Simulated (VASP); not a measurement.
Output of a VASP run:

OSZICAR:
```
       N       E                     dE             d eps       ncg     rms          rms(c)
DAV:   1     0.127365836638E+03    0.12737E+03   -0.93377E+03  2470   0.157E+03
DAV:   2    -0.193195435790E+02   -0.14669E+03   -0.14265E+03  2525   0.394E+02
DAV:   3    -0.290765793123E+02   -0.97570E+01   -0.96439E+01  3647   0.950E+01
DAV:   4    -0.294056800949E+02   -0.32910E+00   -0.32758E+00  3139   0.162E+01
DAV:   5    -0.294169097885E+02   -0.11230E-01   -0.11229E-01  3769   0.256E+00    0.160E+01
DAV:   6    -0.243071889765E+02    0.51097E+01   -0.27436E+01  3311   0.587E+01    0.374E+00
DAV:   7    -0.243234460715E+02   -0.16257E-01   -0.19719E+00  2847   0.167E+01    0.314E+00
DAV:   8    -0.243300516630E+02   -0.66056E-02   -0.19354E-01  3546   0.416E+00    0.838E-01
DAV:   9    -0.243214876226E+02    0.85640E-02   -0.90431E-02  3292   0.401E+00    0.326E-01
DAV:  10    -0.243203684999E+02    0.11191E-02   -0.62956E-03  3158   0.106E+00    0.572E-02
DAV:  11    -0.243203967745E+02   -0.28275E-04   -0.51987E-04  3497   0.286E-01    0.514E-02
DAV:  12    -0.243203759016E+02    0.20873E-04   -0.14953E-04  3339   0.164E-01    0.968E-03
DAV:  13    -0.243203748622E+02    0.10394E-05   -0.10867E-05  3114   0.422E-02    0.226E-03
DAV:  14    -0.243203748273E+02    0.34935E-07   -0.34174E-07  2810   0.688E-03
   1 F= -.24320375E+02 E0= -.24320390E+02  d E =-.243204E+02
       N       E                     dE             d eps       ncg     rms          rms(c)
DAV:   1    -0.243215420232E+02   -0.11672E-02   -0.46818E-02  2665   0.350E+00    0.220E-01
DAV:   2    -0.243210163351E+02    0.52569E-03   -0.26112E-03  2500   0.532E-01    0.125E-01
DAV:   3    -0.243207699907E+02    0.24634E-03   -0.31707E-04  2916   0.236E-01    0.374E-02
DAV:   4    -0.243207440752E+02    0.25915E-04   -0.57711E-05  2955   0.955E-02    0.563E-03
DAV:   5    -0.243207425248E+02    0.15504E-05   -0.43913E-06  2665   0.260E-02    0.253E-03
DAV:   6    -0.243207423618E+02    0.16305E-06   -0.15101E-07  2005   0.492E-03    0.926E-04
DAV:   7    -0.243207423589E+02    0.28517E-08   -0.20459E-08  1355   0.206E-03
   2 F= -.24320742E+02 E0= -.24320784E+02  d E =-.367532E-03
```

### OUTCAR
```
------------------------ aborting loop because EDIFF is reached ----------------------------------------
  FORCE on cell =-STRESS in cart. coord.  units (eV):
  Direction    XX          YY          ZZ          XY          YZ          ZX
  --------------------------------------------------------------------------------------
  Total       -1.1515121     -1.1515121     -1.1588842      0.0000000     -0.0000000     -0.0000000
  in kB      -69.6037170    -69.6037184    -70.0493272      0.0000000     -0.0000000     -0.0000000
  external PRESSURE =     -69.7522542 kB  Pullay stress =       0.0000000 kB
  volume of cell :       26.51
      direct lattice vectors                 reciprocal lattice vectors
     1.528718984 -2.647818976  0.000000000     0.327071231 -0.188834661 -0.000000000
     1.528718984  2.647818976 -0.000000000     0.327071231  0.188834661 -0.000000000
     0.000000000  0.000000000  3.274166115    -0.000000000  0.000000000  0.305421278
 POSITION                                       TOTAL-FORCE (eV/Angst)
 -----------------------------------------------------------------------------------
      3.05744      0.00000      0.00000        -0.000000     -0.000000      0.000000
      1.52872      0.88261      1.63708         0.000000      0.000000     -0.000000
      1.52872     -0.88261      1.63708         0.000000     -0.000000     -0.000000
 -----------------------------------------------------------------------------------
    total drift:                               -0.000000     -0.000000     -0.000000
  FREE ENERGIE OF THE ION-ELECTRON SYSTEM (eV)
  ---------------------------------------------------
  free  energy   TOTEN  =       -24.3207423589 eV

  energy  without entropy=      -24.3208662120  energy(sigma->0) =      -24.32078364

 reached required accuracy - stopping structural energy minimisation
```
(Selected blocks of OUTCAR.)

**POSCAR**
```
TiB2
1
    1.5308910434    -2.6515810949     0.0000000000
    1.5308910434     2.6515810949     0.0000000000
    0.0000000000     0.0000000000     3.2648817964
Ti B
1 2
Direct
  0.0000000000   0.0000000000   0.0000000000
  0.3333330000   0.6666670000   0.5000000000
  0.6666670000   0.3333330000   0.5000000000
```

Task: Write an INCAR and KPOINTS that could have produced this output.

Result: Several could match; the one computed here: the input of the run itself, PW91 GGA, plane waves, VASP's PBE PAW potentials (set 64).

### KPOINTS
```
Automatic mesh
0
Gamma
  12 12 9
```

**INCAR**
```
ALGO = Normal
EDIFF = 1E-7
EDIFFG = -0.01
ENCUT = 520
GGA = 91
IBRION = 2
ISIF = 4
ISMEAR = 1
LASPH = .TRUE.
LCHARG = .FALSE.
LMAXMIX = 4
LREAL = .FALSE.
LWAVE = .FALSE.
NELM = 100
NSW = 30
PREC = Accurate
SIGMA = 0.1
SYSTEM = TiB2
```

POTCAR, in this order: Ti_sv B (PBE.64 set). Program: vasp_std.

The compound is TiB2 in the AlB2 type structure. This cell is one point of a volume scan, at 1.03 of the reference volume. Symmetry was kept, so distortions that lower it aren't found.
